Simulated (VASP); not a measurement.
VASP ran on this input.

KPOINTS:
```
Automatic
0
G
  8 8 8
```

**INCAR**
```
LMAXMIX = 4
NELM = 100   ! most electronic steps
ISMEAR = 1   ! Methfessel-Paxton
SYSTEM = Al3Sc
ALGO = Normal
EDIFF = 1E-6   ! SCF stop (eV)
LREAL = .FALSE.   ! projection in real space or not
LCHARG = .FALSE.
PREC = Accurate
LWAVE = .FALSE.
EDIFFG = -0.02
SIGMA = 0.1   ! width (eV)
ENCUT = 500   ! plane-wave cut-off (eV)
IBRION = 2
LASPH = .TRUE.
NSW = 40   ! most ionic steps
PSTRESS = 450   ! kbar
ISIF = 3
```

### POSCAR
```
Al3Sc
1.0
  3.6860254346   0.0000000000   0.0000000000
  0.0000000000   3.6860254346   0.0000000000
  0.0000000000   0.0000000000   3.6860254346
Sc Al
1 3
Cart
  0.0000000000   0.0000000000   0.0000000000
  0.0000000000   1.8430127173   1.8430127173
  1.8430127173   0.0000000000   1.8430127173
  1.8430127173   1.8430127173   0.0000000000
```

POTCAR, in this order: Sc_sv Al (LDA.64 set). Program: vasp_std.

Q: Translate this LDA calculation to Ansatz.

A: One equivalent input (not run):
Ansatz 0.2 input:
```yaml
crystal:
  lattice:
    - [3.6860254, 0.0000000, 0.0000000]
    - [0.0000000, 3.6860254, 0.0000000]
    - [0.0000000, 0.0000000, 3.6860254]
  atoms:
    - { symbol: Sc, position: [0.0000000, 0.0000000, 0.0000000] }
    - { symbol: Al, position: [0.0000000, 0.5000000, 0.5000000] }
    - { symbol: Al, position: [0.5000000, 0.0000000, 0.5000000] }
    - { symbol: Al, position: [0.5000000, 0.5000000, 0.0000000] }
kpoints:
  mp_grid: { grid: [8, 8, 8] }
hamiltonian:
  xc: lda
  pseudopotentials: { kind: paw }
scf:
  occupations: { method: methfessel_paxton, width: 0.1 }
  max_iter: 100
relax:
  max_steps: 40
  f_tol: 0.02
  cell: { p_target: 45 }
output: { forces: true, stress: true, eigenvalues: true }
```
The two are equivalent in intent, not identical: each code has its own PAW files, so the cut-off isn't converted (ENCUT is set for VASP's; basis.ecutwfc is left out, and Ansatz then takes the one that its files recommend); Ansatz stops its SCF on the density residual and VASP on the energy change (EDIFF); Ansatz's lda is the Perdew-Wang form, while the LDA potentials of VASP carry Perdew-Zunger's.

The compound is Al3Sc in the L1_2 structure. It was relaxed first under an external pressure of 45 GPa.
